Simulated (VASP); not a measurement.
Here is the system:

```xyz
4
Lattice="3.6873 -2.1291 0.0034 3.6873 2.1291 0.0034 -0.0059 0.0000 7.1218" Properties=species:S:1:pos:R:3 pbc="T T T"
Zn     2.4581     0.0000     0.1107
Cd     4.9136     0.0000     3.3987
Te     2.4542     0.0000     4.6107
Se     4.9158     0.0000     0.7814
```

Level of theory: PBEsol GGA, VASP's PBE PAW potentials (set 64) (plane waves; VASP). Numerical set-up: 400 eV cut-off, 9×9×5 Γ-centred mesh, tetrahedra with Blöchl corrections, potentials Zn Cd Te Se.

The cores are frozen, which limits the accuracy of field gradients.

**Question.** Give the principal components of the electric field gradient (V/Å²) and the asymmetry η at each nucleus.

**Answer.** 
```csv
atom,Vxx,Vyy,Vzz,η
Zn1,2.0,2.0,-4.1,0.00
Cd2,7.7,7.6,-15.3,0.01
Te3,-72.5,-70.6,143.1,0.01
Se4,21.9,21.8,-43.7,0.00
```

The structure comes from a computed database's ZnCdTeSe entry (Cm); how it stands against other phases isn't given here. It was relaxed first, which changed the volume by -6 %. The relaxed cell has space group P3m1.
